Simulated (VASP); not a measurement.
CaO (rock salt), at 0.96 of the tabulated volume:

```yaml
crystal:
  lattice:
    - [0.00000, 2.37250, 2.37250]
    - [2.37250, 0.00000, 2.37250]
    - [2.37250, 2.37250, 0.00000]
  atoms:
    - { symbol: Ca, position: [0.00000, 0.00000, 0.00000] }
    - { symbol: O, position: [0.50000, 0.50000, 0.50000] }
```

The lowest empty band near X, direction across the valley's axis, from mBJ (TB09) with spin-orbit coupling in VASP (PAW); its two spin partners are averaged. The gap over the points computed is 5.27 eV, and the next band on that side lies 3.52 eV away at the edge.

Numerical set-up: 520 eV cut-off, 11×11×11 Γ-centred mesh, Gaussian smearing of 0.050 eV, potentials Ca_sv O.

```tsv
distance from the edge in k (1/Å)	distance in energy (meV)
0.025	4.5
0.035	8.8
0.050	18.0
0.070	35.2
```

Fit E(1 + αE) = ħ²k²/2m* (ħ²/2m0 = 3.810 eV Å²) and predict the row at 0.095 1/Å.

The rows don't resolve α, so a parabola serves: the electron mass is m* = 0.530 m0, and so 64.9 meV. The run gave 64.7 meV, -0.2 meV from the fit.

Left out are points under 3 meV from the edge, since the levels carry 0.1 meV, and points farther than half the way to the next band.

The compound is CaO in the rock salt structure. The cell was not relaxed at this level.
